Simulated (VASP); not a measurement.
# Be12H3N in VASP: notebook

One slab, Be12H3N, is run at these levels: PBEsol; tasks: single point, relaxation of the atoms.

Everything below comes from runs of VASP 6.6.1. Logs are shortened: lines on timing, memory, paths and dates and some standing lists are left out, and cuts for length are marked.

## (1) Starting point

The cell holds a slab with vacuum, 16 atoms: a = 4.580 Å, b = 4.580 Å, c = 14.588 Å, α = 90.00°, β = 90.00°, γ = 60.00°.

The cell was built by a generator and needn't be a form met in nature.

## (2) Single point, PBEsol

File INCAR:

```
SYSTEM = Be12H3N
PREC = Accurate ; ENCUT = 520
EDIFF = 1E-6 ; ISMEAR = -1
SIGMA = 0.05 ; LREAL = Auto
LASPH = .True. ; NELM = 100
ALGO = Fast ; ISIF = 2
LWAVE = .False. ; LCHARG = .False.
GGA = PS ; NBANDS = 30
```

File KPOINTS:

```
Automatic mesh
0
Gamma
  6 6 1
  0 0 0
```

File POSCAR:

```
Be12H3N
1.0
    4.5800000000      0.0000000000      0.0000000000
    2.2900000000      3.9663960000      0.0000000000
    0.0000000000      0.0000000000     14.5884300000
Be N H
12 1 3
Direct
    0.0000000000      0.0000000000      0.0685475000
    0.5000000000      0.0000000000      0.0685475000
    0.0000000000      0.5000000000      0.0685475000
    0.5000000000      0.5000000000      0.0685475000
   -0.1674705131      0.3340267521      0.1934357500
    0.3340301799      0.3334367108      0.1934236267
   -0.1666634254      0.8333312031      0.1891562190
    0.3334448945      0.8325307559      0.1934231685
   -0.0012987469     -0.0004559580      0.3108310239
    0.5017607737     -0.0013354804      0.3108279919
   -0.0003970576      0.5017558799      0.3108302218
    0.5000066949      0.4999963656      0.3381385770
    0.5001781876      0.4998940760      0.4625709744
    0.2781184340      0.6977884940      0.4865910105
    0.5244101341      0.2777605333      0.4865525533
    0.6981461618      0.5240440220      0.4865344012
```

Potentials or basis: VASP PAW PBE potentials, release 64 (Be, N, H).

Launch:

```bash
> cat potpaw_PBE.64/Be/POTCAR potpaw_PBE.64/N/POTCAR potpaw_PBE.64/H/POTCAR > POTCAR
> mpirun -np 1 vasp_std > vasp.out
```

OUTCAR:

```text
SYSTEM = Be12H3N
   PREC = Accurate
   ENCUT = 520
   EDIFF = 1E-6
   ISMEAR = -1
   LREAL = Auto
   LASPH = .True.
   NELM = 100
   ISIF = 2
   GGA = PS

 ion  position               nearest neighbor table
   1  0.000  0.000  0.069-   7 2.20   8 2.25   5 2.25   3 2.29   3 2.29   4 2.29   4 2.29   2 2.29
                             2 2.29
   2  0.500  0.000  0.069-   7 2.20   6 2.25   8 2.25   4 2.29   3 2.29   4 2.29   3 2.29   1 2.29
                             1 2.29
   3  0.000  0.500  0.069-   7 2.20   5 2.25   6 2.25   1 2.29   1 2.29   2 2.29   2 2.29   4 2.29
                             4 2.29
   4  0.500  0.500  0.069-   8 2.25   6 2.25   5 2.25   2 2.29   1 2.29   2 2.29   1 2.29   3 2.29
                             3 2.29
   5  0.833  0.334  0.193-   9 2.17  11 2.17   4 2.25   3 2.25   1 2.25   8 2.28   6 2.28   7 2.29
                             7 2.29   8 2.30   6 2.30
   6  0.334  0.333  0.193-  11 2.17  10 2.17   4 2.25   2 2.25   3 2.25   5 2.28   8 2.28   7 2.29
                             7 2.29   8 2.30   5 2.30
   7  0.833  0.833  0.189-   3 2.20   1 2.20   2 2.20  10 2.21  11 2.21   9 2.21   6 2.29   8 2.29
                             5 2.29   8 2.29   5 2.29   6 2.29
   8  0.333  0.833  0.193-  10 2.17   9 2.17   4 2.25   1 2.25   2 2.25   5 2.28   6 2.28   7 2.29
                             7 2.29   6 2.30   5 2.30
   9  0.999  1.000  0.311-   5 2.17   8 2.17   7 2.21  11 2.28  10 2.28  10 2.30  11 2.30  12 2.32
                            12 2.33
  10  0.502  0.999  0.311-   8 2.17   6 2.17   7 2.21  11 2.28   9 2.28   9 2.30  11 2.30  12 2.32
                            12 2.33
  11  1.000  0.502  0.311-   6 2.17   5 2.17   7 2.21   9 2.28  10 2.28  10 2.30   9 2.30  12 2.32
                            12 2.33
  12  0.500  0.500  0.338-  13 1.82  11 2.32  10 2.32   9 2.32   9 2.33  10 2.33  11 2.33
  13  0.500  0.500  0.463-  16 1.03  14 1.03  15 1.03  12 1.82
  14  0.278  0.698  0.487-  13 1.03
  15  0.524  0.278  0.487-  13 1.03
  16  0.698  0.524  0.487-  13 1.03

  LATTYP: Found a hexagonal cell.
 ALAT       =     4.5799996975
 C/A-ratio  =     3.1852469353

  Lattice vectors:

 A1 = (  -2.2900000000,  -3.9663960000,   0.0000000000)
 A2 = (   4.5800000000,   0.0000000000,   0.0000000000)
 A3 = (   0.0000000000,   0.0000000000,  14.5884300000)

Analysis of symmetry for initial positions (statically):
=====================================================================
 Subroutine PRICEL returns:
 Original cell was already a primitive cell.

 Routine SETGRP: Setting up the symmetry group for a
 hexagonal supercell.

 Subroutine GETGRP returns: Found  1 space group operations
 (whereof  1 operations were pure point group operations)
 out of a pool of 24 trial point group operations.

The static configuration has the point symmetry C_1 .

[... 146 lines left out ...]
   NELECT =      32.0000    total number of electrons
   NUPDOWN=      -1.0000    fix difference up-down
   EMIN   =  10.00;   EMAX   =-10.00  energy-range for DOS
   EFERMI =   0.00;   METHOD = LEGACY
   ISMEAR =    -1;   SIGMA  =   0.05  broadening in eV -4-tet -1-fermi 0-gaus
   EFERMI_NEDOS =   21; number of points for ismear=-14 and -15
   IALGO  =     68    algorithm
   IMIX   =      4    mixing-type and parameters
     AMIX     =   0.40;   BMIX     =  1.00
     AMIX_MAG =   1.60;   BMIX_MAG =  1.00
  volume/ion in A,a.u.               =      16.56       111.78
  Fermi-wavevector in a.u.,A,eV,Ry     =   0.809161  1.529092  8.908293  0.654741
  Thomas-Fermi vector in A             =   1.918100
   LORBIT       =      0    0 simple, 1 ext, 2 COOP (PROOUT), +10 PAW based schemes
   GGA     = PS    functional components
   LHFCALC =     F    Hartree Fock is set to
   AEXX    =    0.0000 exact exchange contribution
   IVDW    =     0    specifies the selected vdW correction
   LEPSILON=     F    determine dielectric tensor
   LRPA    =     F    only Hartree local field effects (RPA)
 non-spin polarized calculation
 RMM-DIIS sequential band-by-band and
  energy-cutoff  :      520.00
  volume of cell :      265.01
 maximum number of plane-waves:      7165
 NGX is ok and might be reduce to    36
   NGX = 17   NGY = 17   NGZ = 55

 number of electron      31.9999997 magnetization

 Free energy of the ion-electron system (eV)
  ---------------------------------------------------
  ext. energy  EPLUGINS =         0.00000000
  ---------------------------------------------------
  free energy    TOTEN  =       -63.60407336 eV

  energy without entropy =      -63.56801976  energy(sigma->0) =      -63.58604656

 E-fermi :   0.5920     XC(G=0):  -6.0420

 val. band max:        0.5755402043   @ k =  -0.1667   0.3333   0.0000
 cond. band min:       0.7206998433   @ k =   0.0000   0.3333   0.0000
 fundamental gap:      0.1451596390
 Fermi energy:         0.5920426585

 k-point     1 :       0.0000    0.0000    0.0000
  band No.  band energies     occupation
      1     -18.7195      2.00000
      2      -9.0054      2.00000
      3      -8.7613      2.00000
      4      -8.7610      2.00000
      5      -6.9600      2.00000
      6      -5.5142      2.00000
[... 609 lines left out ...]
     27       7.6081      0.00000
     28       8.7227      0.00000
 [bands above 28 left out]

------------------------ aborting loop because EDIFF is reached ----------------------------------------

  FORCE on cell =-STRESS in cart. coord.  units (eV):
  Direction    XX          YY          ZZ          XY          YZ          ZX
  --------------------------------------------------------------------------------------
  -------------------------------------------------------------------------------------
  Total       -6.9256252     -6.9268328     -0.0323723     -0.0008087      0.0008671     -0.0008484
  in kB      -41.8696624    -41.8769636     -0.1957106     -0.0048892      0.0052424     -0.0051292
  external PRESSURE =     -27.9807789 kB  Pullay stress =       0.0000000 kB

 VOLUME and BASIS-vectors are now :
 -----------------------------------------------------------------------------
  energy-cutoff  :      520.00
  volume of cell :      265.01
      direct lattice vectors                 reciprocal lattice vectors
     4.580000000  0.000000000  0.000000000     0.218340611 -0.126059022  0.000000000
     2.290000000  3.966396000  0.000000000     0.000000000  0.252118044  0.000000000
     0.000000000  0.000000000 14.588430000     0.000000000  0.000000000  0.068547472

 POSITION                                       TOTAL-FORCE (eV/Angst)
 -----------------------------------------------------------------------------------
      0.00000      0.00000      1.00000         0.057788      0.035235     -0.086186
      2.29000      0.00000      1.00000        -0.059114      0.032533     -0.086317
      1.14500      1.98320      1.00000         0.001173     -0.067681     -0.086181
      3.43500      1.98320      1.00000         0.000243     -0.000163      0.206859
      4.57791      1.32488      2.82192        -0.004045      0.002383      0.000477
      2.29343      1.32254      2.82175         0.004096      0.002352      0.000762
[... 8 lines left out ...]
      3.03787      1.10171      7.09804        -0.003846     -0.008111     -0.008810
      4.39757      2.07857      7.09777         0.009315      0.000996     -0.008575
 -----------------------------------------------------------------------------------
    total drift:                                0.000178     -0.000150     -0.002731

  FREE ENERGIE OF THE ION-ELECTRON SYSTEM (eV)
  ---------------------------------------------------
  free  energy   TOTEN  =       -63.6040733618 eV

  energy  without entropy=      -63.5680197596  energy(sigma->0) =      -63.58604656
```

stdout:

```text
POSCAR found type information on POSCAR BeN H
 POSCAR found :  3 types and      16 ions
 scaLAPACK will be used
 -----------------------------------------------------------------------------
|                                                                             |
|                                                                             |
|     You enforced a specific xc type in the INCAR file but a different       |
|     I HOPE YOU KNOW WHAT YOU ARE DOING!                                     |
|                                                                             |
 -----------------------------------------------------------------------------

 LDA part: xc-table for (Slater+PW92), standard interpolation
 POSCAR, INCAR and KPOINTS ok, starting setup
 FFT: planning ... GRIDC
 FFT: planning ... GRID_SOFT
 FFT: planning ... GRID
 WAVECAR not read
 entering main loop
```

It took 2.8 min on 1 thread of Intel Xeon 6975P-C (Granite Rapids), shared host; peak memory 0.4 GiB.

Results:

- Free energy: -63.6041 eV
- Largest force: 0.207 eV/Å
- Band gap on the k mesh: none (metal or under the smearing width)

Forces in eV/Å, atoms in the order of the input:
```
Be   0.058  0.035 -0.086
Be  -0.059  0.033 -0.086
Be   0.001 -0.068 -0.086
Be   0.000  0.000  0.207
Be  -0.004  0.002  0.000
Be   0.004  0.002  0.001
Be   0.000  0.000 -0.001
Be   0.000 -0.005  0.001
Be   0.000  0.000  0.014
Be   0.001  0.000  0.014
Be   0.000  0.000  0.015
Be   0.000  0.000 -0.005
N    0.000  0.000  0.038
H   -0.005  0.008 -0.009
H   -0.004 -0.008 -0.009
H    0.009  0.001 -0.009
```

Caveat: the PAW data sets were made with another functional, which shifts forces and pressure a little.

[end of part 1 of 2]
